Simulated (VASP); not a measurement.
All values below come from LDA (Ceperley-Alder, Perdew-Zunger), VASP's LDA PAW potentials (set 64) (plane waves; VASP).

The input files of a VASP run:

**INCAR**
```
# general
SYSTEM  = Cu
PREC    = Accurate
ENCUT   = 400   # plane-wave cut-off (eV)
LREAL   = .FALSE.   # projection in real space or not
LASPH   = .TRUE.   # aspherical one-centre terms

# electronic loop
EDIFF   = 1E-6   # SCF stop (eV)
NELM    = 100   # most electronic steps
ALGO    = Normal   # blocked Davidson
LMAXMIX = 4   # l cut-off of mixed one-centre charges

# smearing
ISMEAR  = 1   # Methfessel-Paxton
SIGMA   = 0.1   # width (eV)

# ions
IBRION  = 2   # conjugate gradients
NSW     = 60
ISIF    = 3   # ions, shape and volume
EDIFFG  = -0.01   # ionic stop

# output
LWAVE   = .FALSE.
LCHARG  = .FALSE.
```

File POSCAR:
```
Cu
1.0
  2.4765149242   0.0000000000   0.0000000000
 -1.2382574621   2.1447248598   0.0000000000
  0.0000000000   0.0000000000   4.1013514344
Cu
2
direct
  0.3333330000   0.6666670000   0.2500000000
  0.6666670000   0.3333330000   0.7500000000
```

KPOINTS:
```
Automatic mesh
0
Gamma
15 15 8
0 0 0
```

POTCAR, in this order: Cu (LDA.64 set). Program: vasp_std.

Output of the run:

**OSZICAR**
```
       N       E                     dE             d eps       ncg     rms          rms(c)
DAV:   1     0.107698919017E+03    0.10770E+03   -0.90964E+03  4322   0.225E+03
DAV:   2    -0.753269848325E+01   -0.11523E+03   -0.11118E+03  4050   0.306E+02
DAV:   3    -0.114214452349E+02   -0.38887E+01   -0.37599E+01  4935   0.850E+01
DAV:   4    -0.114486527117E+02   -0.27207E-01   -0.27204E-01  5021   0.707E+00
DAV:   5    -0.114490119978E+02   -0.35929E-03   -0.35928E-03  5534   0.696E-01    0.114E+01
DAV:   6    -0.101283466908E+02    0.13207E+01   -0.16012E+01  4148   0.121E+02    0.525E+00
DAV:   7    -0.944144359320E+01    0.68690E+00   -0.27963E+00  4310   0.480E+01    0.845E-01
DAV:   8    -0.941175187460E+01    0.29692E-01   -0.15834E-02  5066   0.191E+00    0.458E-01
DAV:   9    -0.940753623590E+01    0.42156E-02   -0.62557E-03  5270   0.229E+00    0.188E-02
DAV:  10    -0.940756173577E+01   -0.25500E-04   -0.15503E-04  5141   0.137E-01    0.626E-03
DAV:  11    -0.940756253852E+01   -0.80275E-06   -0.18996E-06  4346   0.226E-02
   1 F= -.94075625E+01 E0= -.94076876E+01  d E =-.940756E+01
       N       E                     dE             d eps       ncg     rms          rms(c)
DAV:   1    -0.940958581386E+01   -0.20241E-02   -0.27156E-02  4064   0.452E+00    0.370E-01
DAV:   2    -0.940814988238E+01    0.14359E-02   -0.13313E-02  4162   0.343E+00    0.134E-01
DAV:   3    -0.940759845325E+01    0.55143E-03   -0.21566E-03  4267   0.137E+00    0.540E-02
DAV:   4    -0.940753894800E+01    0.59505E-04   -0.20711E-05  6504   0.113E-01    0.188E-03
DAV:   5    -0.940753884360E+01    0.10441E-06   -0.71545E-07  2898   0.113E-02
   2 F= -.94075388E+01 E0= -.94076709E+01  d E =0.236949E-04
       N       E                     dE             d eps       ncg     rms          rms(c)
DAV:   1    -0.940853304576E+01   -0.99410E-03   -0.12755E-02  4064   0.309E+00    0.255E-01
DAV:   2    -0.940786253958E+01    0.67051E-03   -0.63356E-03  4134   0.237E+00    0.933E-02
DAV:   3    -0.940759610370E+01    0.26644E-03   -0.10371E-03  4197   0.951E-01    0.367E-02
DAV:   4    -0.940756745377E+01    0.28650E-04   -0.93420E-06  6384   0.702E-02    0.890E-04
DAV:   5    -0.940756740856E+01    0.45211E-07   -0.35849E-07  2501   0.120E-02
   3 F= -.94075674E+01 E0= -.94076947E+01  d E =-.487004E-05
```

OUTCAR:
```
------------------------ aborting loop because EDIFF is reached ----------------------------------------
  FORCE on cell =-STRESS in cart. coord.  units (eV):
  Direction    XX          YY          ZZ          XY          YZ          ZX
  --------------------------------------------------------------------------------------
  Total        0.0021566      0.0021566     -0.0071029      0.0000000      0.0000000      0.0000000
  in kB        0.1585086      0.1585086     -0.5220589      0.0000000      0.0000000      0.0000000
  external PRESSURE =      -0.0683472 kB  Pullay stress =       0.0000000 kB
  volume of cell :       21.80
      direct lattice vectors                 reciprocal lattice vectors
     2.477125685  0.000000000  0.000000000     0.403693687  0.233072656 -0.000000000
    -1.238562842  2.145253794  0.000000000    -0.000000000  0.466145312 -0.000000000
     0.000000000  0.000000000  4.102025189     0.000000000 -0.000000000  0.243782023
 POSITION                                       TOTAL-FORCE (eV/Angst)
 -----------------------------------------------------------------------------------
     -0.00000      1.43017      1.02551         0.000000      0.000000      0.000000
      1.23856      0.71508      3.07652        -0.000000     -0.000000      0.000000
 -----------------------------------------------------------------------------------
    total drift:                                0.000009     -0.000005      0.000014
  FREE ENERGIE OF THE ION-ELECTRON SYSTEM (eV)
  ---------------------------------------------------
  free  energy   TOTEN  =        -9.4075674086 eV

  energy  without entropy=       -9.4079492720  energy(sigma->0) =       -9.40769470

 reached required accuracy - stopping structural energy minimisation
```
(Selected blocks of OUTCAR.)

CONTCAR:
```
Cu
   1.00000000000000
     2.4771256845247374    0.0000000000000000    0.0000000000000000
    -1.2385628422623687    2.1452537937735610    0.0000000000000000
     0.0000000000000000    0.0000000000000000    4.1020251890055333
  Cu
     2
Direct
     0.3333330000000032    0.6666669999999968    0.2500000000000000
     0.6666669999999968    0.3333330000000032    0.7500000000000000
```

The structure comes from a computed database's Cu entry (P6_3/mmc); how it stands against other phases isn't given here. This run relaxes it. Symmetry was kept, so distortions that lower it aren't found. The start is the result of an earlier pass.
